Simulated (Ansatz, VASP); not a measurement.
Two plane-wave programs on LuBeSi4

```
Lu Be Si
1.0
     4.93621    0.00000    0.00000
     0.00000    4.93621    0.00000
     0.00000    0.00000    4.59630
Lu Be Si
1 1 4
Cartesian
  2.4681 2.4681 3.3184
  0.0000 0.0000 -0.6263
  3.7156 3.7156 1.0404
  1.2206 1.2206 1.0404
  1.2206 3.7156 1.0404
  3.7156 1.2206 1.0404
```

Alike in both runs: functional PBE; k mesh 4 × 4 × 4; occupations gaussian, width 0.1 eV; no spin polarisation.

Ansatz relaxed the structure, and its values are those at the end. VASP's run is a single point on that final structure, the one shown.

|  | VASP | Ansatz |
| --- | --- | --- |
| version | VASP 6.6.1 | Ansatz 0.2.0 |
| potentials or method | VASP PAW PBE potentials, release 64 (Lu, Be, Si) | scalar-relativistic, plane waves, PAW |
| plane-wave cutoff (eV) | 520 | 420 |
| valence electrons in the cell | 43 | 43 |

VASP gave:

| Item | Value |
| --- | --- |
| gap on the k mesh at the Fermi level (eV) | none |
| pressure (GPa) | 0.1 |
| rms of the force components (eV/Å) | 0.003 |

Task: Estimate Ansatz's values.

Result: gap on the k mesh at the Fermi level (eV): none; pressure (GPa): 0.0; rms of the force components (eV/Å): 0.003.

A gap of «none» marks a metal or a gap that the smearing closes.

The runs have no spin-orbit coupling, so splittings on Lu are missing.
